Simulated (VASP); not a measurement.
Runs of VASP 6.6.1 on PmTe. Symmetry: Pm-3m, No. 221, cubic system. Conventional cell: a = 3.763 Å, b = 3.763 Å, c = 3.763 Å, α = 90.00°, β = 90.00°, γ = 90.00°. Pm (site symmetry m-3m) has 8 Te at 3.26 Å as nearest neighbours. Te (site symmetry m-3m) is surrounded by 8 Pm at 3.26 Å. The cell comes from a database or a generator and needn't be the stable form of this composition.

```csv
level,spin,U,fixed moment (μB),gap on the mesh (eV),pressure (GPa),moment (μB)
PBEsol,"collinear, ferromagnetic start",-,4,-,3.1,4.00
PBEsol+U,"collinear, random start",Pm f U = 5 eV,-,none,5.0,4.97
PBEsol,"collinear, random start",-,-,none,3.6,4.97
PBEsol+U,"collinear, ferromagnetic start",Pm f U = 5 eV,0,-,3.1,0.00
PBEsol,"collinear, ferromagnetic start",-,-,none,3.6,4.97
PBEsol,"collinear, zero start",-,-,none,0.2,(a)
PBEsol+U,"collinear, ferromagnetic start",Pm f U = 5 eV,-,none,5.0,4.97
LDA+U,"collinear, ferromagnetic start",Pm f U = 3 eV,-,-,4.0,(b)
PBEsol+U,off,Pm f U = 5 eV,-,none,2.6,-
```

Alike in all rows: task single point; potentials or basis VASP PAW PBE potentials, release 64 (Pm, Te); cell as given; k mesh 5 × 5 × 5; cutoff (eV) 520; smearing gaussian 0.05 eV.

Problem. Estimate the missing entries.

Solution. (a) 0.06; (b) 4.87.

Caveats: the PAW data sets were made with another functional, which shifts forces and pressure a little; the magnetic or orbital state may not be the lowest (some runs); spin-orbit coupling is left out, which moves the levels of the heavy elements (some runs); the U is typed as a test and isn't derived for this compound (some runs); without U or exact exchange the open f shell lies at the Fermi level, which spoils levels, moments and volumes (some runs); the total moment is fixed, so each spin has its own Fermi level (some runs); the moment is held away from its start (some runs).

A k mesh can miss the band edges, and the runs leave out spin-orbit coupling on Pm, Te.

A gap of «none» marks a metal or a gap under the smearing width.
